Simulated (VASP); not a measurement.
# SnSe2 (space group P-3m1): computed properties

All values below come from r2SCAN+rVV10, VASP's PBE PAW potentials (set 64) (plane waves; VASP).

For SnSe$_{2}$, the space group is P-3m1 (164) and the cell is a = 3.8337 Å, b = 3.8337 Å, c = 6.2479 Å, α = 90.00°, β = 90.00°, γ = 120.00°. The volume per atom is 26.51 Å³/atom. The band gap (over mesh and band path) is 0.96 eV and the smallest direct gap (over mesh and band path) is 1.48 eV. The band-edge character without spin-orbit coupling is indirect, K-Γ at 0.80 to L-M at 0.20 and the band gap with spin-orbit coupling comes out as 0.91 eV. The density is 5.78 g/cm³.

```cif
data_Se2Sn
_chemical_formula_sum 'Sn1 Se2'
_space_group_name_H-M_alt 'P 1'
_space_group_IT_number 1
_cell_length_a 3.83366
_cell_length_b 3.83366
_cell_length_c 6.24790
_cell_angle_alpha 90.000
_cell_angle_beta 90.000
_cell_angle_gamma 120.000
loop_
_space_group_symop_operation_xyz
  'x, y, z'
loop_
_atom_site_label
_atom_site_type_symbol
_atom_site_fract_x
_atom_site_fract_y
_atom_site_fract_z
_atom_site_occupancy
Sn1 Sn 0.00000 0.00000 0.00000 1
Se1 Se 0.33333 0.66667 0.25212 1
Se2 Se 0.66667 0.33333 0.74788 1
```

The path is coarsely sampled, so an indirect gap can come out somewhat too large. Unless said otherwise, spin-orbit coupling is left out, though it shifts the bands of the heavy elements here.

The structure comes from a measured SnSe2 entry (P-3m1) of the Crystallography Open Database, whose conditions weren't checked. It was relaxed first. Symmetry was kept, so distortions that lower it aren't found.
